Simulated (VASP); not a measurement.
```
CELL_PARAMETERS angstrom
      1.58677    -2.74837     0.00000
      1.58677     2.74837     0.00000
      0.00000     0.00000     5.01975
ATOMIC_POSITIONS crystal
  Hf 0.33333 0.66667 0.25000
  Hf 0.66667 0.33333 0.75000
```

Calculation: optB86b-vdW, VASP's PBE PAW potentials (set 64) (plane waves; VASP). Settings: 520 eV cut-off, 15×15×8 Γ-centred mesh, tetrahedra with Blöchl corrections, potentials Hf_pv.

Unless said otherwise, spin-orbit coupling is left out, though it shifts the bands of the heavy elements here.

Q: Predict the energy per atom (σ→0), band gap (on the k-mesh) with the smallest direct gap where there is one.

A: 
The band gap (on the k-mesh) is none (metal, semimetal or under 0.01 eV) and the energy per atom (σ→0) is -7.621 eV/atom.

The absolute energy has meaning only against runs of the same code, potentials and settings.

The compound is Hf in the hcp structure. It was relaxed first.
